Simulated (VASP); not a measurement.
VASP runs on LiCl (rock salt) share one base input (PBE GGA, plane waves, VASP's PBE PAW potentials (set 64)) and change the settings named in each case.

File POSCAR:
```
LiCl
1
    0.0000000000     2.6214000000     2.6214000000
    2.6214000000     0.0000000000     2.6214000000
    2.6214000000     2.6214000000     0.0000000000
Li Cl
1 1
Direct
  0.0000000000   0.0000000000   0.0000000000
  0.5000000000   0.5000000000   0.5000000000
```

File KPOINTS:
```
Automatic mesh
0
gamma
  8 8 8
0 0 0
```

INCAR:
```
! general
SYSTEM = LiCl
PREC   = Accurate
ENCUT  = 520
LREAL  = .FALSE.
LASPH  = .TRUE.

! electronic loop
EDIFF  = 1E-6
NELM   = 100
ALGO   = Normal

! smearing
ISMEAR = 0
SIGMA  = 0.05

! functional
GGA    = PE

! ions
ISIF   = 2

! output
LWAVE  = .FALSE.
LCHARG = .FALSE.
```

POTCAR, in this order: Li_sv Cl (PBE.64 set). Program: vasp_std.

| change | E(σ→0) (eV/atom) | pressure (GPa) | gap on the mesh (eV) |
|---|---|---|---|
| base run | -3.6884 | -1.61 | 5.98 |
| GGA = 91 | -3.7163 | -1.68 | 5.99 |
| IVDW = 13 | -3.8021 | -2.69 | 5.98 |
| GGA = AM | -3.6553 | -1.91 | 5.96 |
| AGGAC = 0.0, GGA = BO, LUSE_VDW = .TRUE., PARAM1 = 0.1833333333, PARAM2 = 0.22 | -2.5039 | -2.45 | 6.04 |
| GGA = PS | -3.8022 | [?] | [?] |
| GGA removed, LMIXTAU = .TRUE., METAGGA = TPSS | -6.9002 | -2.94 | 6.12 |

Problem. What belongs in the gaps?

Solution. 
- GGA = PS, pressure (GPa): -2.97
- GGA = PS, gap on the mesh (eV): 5.79

Energies of different potentials or functionals have different zeros.

Left out are runs that ran out of time, are held back, or changed the cell or the kind of run, fixed moments of cells without a moment, rows past the twelfth, gaps on odd meshes, pressures of charged cells and columns that move by less than the noise.

The compound is LiCl in the rock salt structure. The cell was not relaxed at this level.
